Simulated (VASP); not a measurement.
Crystal: TeRu.

```
CELL_PARAMETERS angstrom
0.00000 3.11393 3.11393
3.11393 0.00000 3.11393
3.11393 3.11393 0.00000
ATOMIC_POSITIONS crystal
Ru 0.00000 0.00000 0.00000
Te 0.25000 0.25000 0.25000
```

The cell comes from a database or a generator and needn't be the stable form of this composition.

Base run:

```yaml
Program: VASP 6.6.1
Functional: r2SCAN
Potentials_or_basis: VASP PAW PBE potentials, release 64 (Ru_pv, Te)
Cutoff: 520 eV
k_mesh: 5 × 5 × 5
Occupations: gaussian, width 0.05 eV
Spin: collinear spin, ferromagnetic start
Starting_moments: "[1.0, 0.0] μB"
Hubbard_terms: Ru d U = 6 eV
```

Its results: band gap on the k mesh none (metal or under the smearing width); pressure 2.7 GPa; net moment 2.00 μB per cell.

**Question.** The run is repeated on the same cell with these changes: spin from collinear spin, ferromagnetic start to collinear spin, zero start; moments at the start from [1.0, 0.0] to [0.0, 0.0]. What comes out?

**Answer.** Band gap on the k mesh none (metal or under the smearing width); pressure -9.7 GPa; net moment 0.00 μB per cell.

Caveats: the PAW data sets were made with another functional, which shifts forces and pressure a little; the U is typed as a test and isn't derived for this compound.
